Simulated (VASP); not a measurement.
Data:

```
CELL_PARAMETERS angstrom
      4.19717     0.00000     0.00000
     -2.09859     3.63486     0.00000
      0.00000     0.00000     3.51095
ATOMIC_POSITIONS crystal
  Ga 0.00000 0.00000 0.00000
  Bi 0.66667 0.33333 0.50000
```

Calculation: PBEsol GGA, VASP's PBE PAW potentials (set 64) (plane waves; VASP 6.6.1). Numerical set-up: 400 eV cut-off, Gaussian smearing of 0.050 eV, potentials Ga_d Bi_d.

Unless said otherwise, spin-orbit coupling is left out, though it shifts the bands of the heavy elements here.

Question: What does the run give for the band gap (along the path) with the smallest direct gap where there is one?

Answer: 
The band gap (along the path) comes out as none (metal, semimetal or under 0.01 eV).

Total energies compare only between runs with the same potentials, cut-off and functional.

The structure was generated: GaBi was put into the WC type (P-6m2), which need not be its known phase. It was relaxed first, which changed the volume by +8 %.
